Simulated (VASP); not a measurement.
Data:

```yaml
crystal:
  lattice:
    - [0.00000, 3.04202, 3.04202]
    - [3.04202, 0.00000, 3.04202]
    - [3.04202, 3.04202, 0.00000]
  atoms:
    - { symbol: Cd, position: [0.00000, 0.00000, 0.00000] }
    - { symbol: Se, position: [0.75000, 0.75000, 0.75000] }
```

Level of theory: PBE GGA, VASP's PBE PAW potentials (set 64) (plane waves; VASP). Run with 300 eV cut-off, 6×6×6 Γ-centred mesh, Gaussian smearing of 0.010 eV, potentials Cd Se.

**Question.** Give the energies of bands 7 to 11 at the high-symmetry points, in eV from the valence-band maximum.

**Answer.** 
```
band     Γ      X      U      L      W
----  ----  -----  -----  -----  -----
7     0.00  -4.08  -4.02  -4.39  -3.99
8     0.00  -1.85  -2.52  -0.75  -2.23
9     0.00  -1.85  -1.52  -0.75  -2.21
10    0.60   3.14   3.71   2.38   5.03
11    5.93   3.75   5.15   6.44   5.21
```

The gap is direct, 0.60 eV, from the valence maximum at Γ to the conduction minimum at Γ.

The structure comes from a computed database's CdSe entry; how it stands against other phases isn't given here. The cell was not relaxed at this level.
